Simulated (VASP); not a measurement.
Given:

```yaml
crystal:
  lattice:
    - [-1.92807, 1.92807, 3.93178]
    - [1.92807, -1.92807, 3.93178]
    - [1.92807, 1.92807, -3.93178]
  atoms:
    - { symbol: Tc, position: [0.00000, 0.00000, 0.00000] }
    - { symbol: Pt, position: [0.75000, 0.25000, 0.50000] }
    - { symbol: Pt, position: [0.25000, 0.75000, 0.50000] }
    - { symbol: Pt, position: [0.50000, 0.50000, 0.00000] }
```

Computed with PBEsol GGA, VASP's PBE PAW potentials (set 64) (plane waves; VASP 6.6.1). Settings: 480 eV cut-off, 10×10×10 Γ-centred mesh, first-order Methfessel-Paxton smearing of 0.10 eV, potentials Tc_pv Pt.

Each row applies one change to this cell, which was relaxed at other settings and keeps the small stress of the first row; at a fixed cut-off the stress holds a Pulay part, so it need not integrate to ΔE exactly. Stress is in GPa, positive when the cell is compressed.

```tsv
change	ΔE (meV/atom)	σxx	σyy	σzz	largest shear component, with its sign (GPa)	largest force (eV/Å)
none	0.0	0.05	0.05	0.27	0.00	0.000
biaxial strain of +4.0 % in the xz plane	86.5	-21.95	-15.37	-21.49	0.00	0.005
atom 4 (Pt) moved by 0.150 Å along x	34.1	2.24	1.43	2.05	0.00	1.823
atom 2 (Pt) moved by -0.100 Å along x	19.4	1.09	1.05	0.75	0.78	1.562
isotropic strain of -2.0 %	___	___	___	___	___	___
atom 1 (Tc) moved by -0.100 Å along z	___	___	___	___	___	___
atom 1 (Tc) moved by -0.050 Å along x	2.5	0.32	0.21	0.38	0.00	0.410
atom 3 (Pt) moved by -0.200 Å along z	64.1	2.95	3.48	3.61	0.00	2.616
```

### Question
Fill in the missing entries.

### Answer

- isotropic strain of -2.0 %, ΔE (meV/atom): 57.5
- isotropic strain of -2.0 %, σxx: 22.26
- isotropic strain of -2.0 %, σyy: 22.26
- isotropic strain of -2.0 %, σzz: 22.25
- isotropic strain of -2.0 %, largest shear component, with its sign (GPa): 0.00
- isotropic strain of -2.0 %, largest force (eV/Å): 0.000
- atom 1 (Tc) moved by -0.100 Å along z, ΔE (meV/atom): 14.8
- atom 1 (Tc) moved by -0.100 Å along z, σxx: 0.75
- atom 1 (Tc) moved by -0.100 Å along z, σyy: 0.75
- atom 1 (Tc) moved by -0.100 Å along z, σzz: 1.21
- atom 1 (Tc) moved by -0.100 Å along z, largest shear component, with its sign (GPa): 0.00
- atom 1 (Tc) moved by -0.100 Å along z, largest force (eV/Å): 1.193

Failed runs are left out, and for metals the shear rows, which the mesh's noise covers.

The structure comes from a computed database's TcPt3 entry (I4/mmm); how it stands against other phases isn't given here. The electron count is odd and the run is not spin-polarised, which forces a metal.
